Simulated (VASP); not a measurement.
Si: single point with LDA

The system is Si.

```
Si
1.0
     3.81941    0.00000    0.00000
     0.00000    5.40147    0.00000
     0.00000    0.00000    3.81941
Si
4
Direct
  0.00000 0.00000 0.00000
  0.50000 0.25000 0.00000
  0.50000 0.50000 0.49999
  0.00000 0.75000 0.49999
```

The cell was built by a generator and needn't be a form met in nature.

```json
{"Program": "VASP 6.6.1", "Task": "single point", "Functional": "LDA", "Potentials or basis": "VASP PAW LDA potentials, release 64 (Si)", "Cutoff": "520 eV", "k mesh": "10 × 8 × 10", "Occupations": "gaussian, width 0.02 eV", "Spin": "no spin polarisation"}
```

```
Pressure               : 0.0 GPa
Band gap on the k mesh : 0.44 eV
```

Levels at points of the mesh, in eV from the valence-band top:
```csv
k point,band 5,band 6,band 7,band 8,band 9,band 10,band 11,band 12
"(0.00, 0.00, 0.00)",-2.90,0.00,0.00,0.00,0.57,0.57,2.53,2.53
"(0.50, 0.00, 0.00)",-3.84,-3.84,-1.34,-1.34,2.37,2.37,4.77,4.77
"(0.00, 0.50, 0.00)",-1.92,-1.92,-1.92,-1.92,1.03,1.03,3.03,3.03
"(0.50, 0.50, 0.00)",-1.21,-1.21,-1.21,-1.21,1.49,1.49,3.28,3.28
"(0.50, 0.00, 0.50)",-2.90,-2.90,-2.90,-2.90,0.57,0.57,0.57,0.57
"(0.50, 0.50, 0.50)",-3.95,-3.95,-3.95,-3.95,4.18,4.18,4.18,4.18
```

It took 37 s on 1 thread of Intel(R) Xeon(R) 6975P-C (Granite Rapids), on a shared host, peak memory 0.2 GiB.

A k mesh can miss the band edges. LDA gaps usually lie below the measured ones, often by a third to a half.
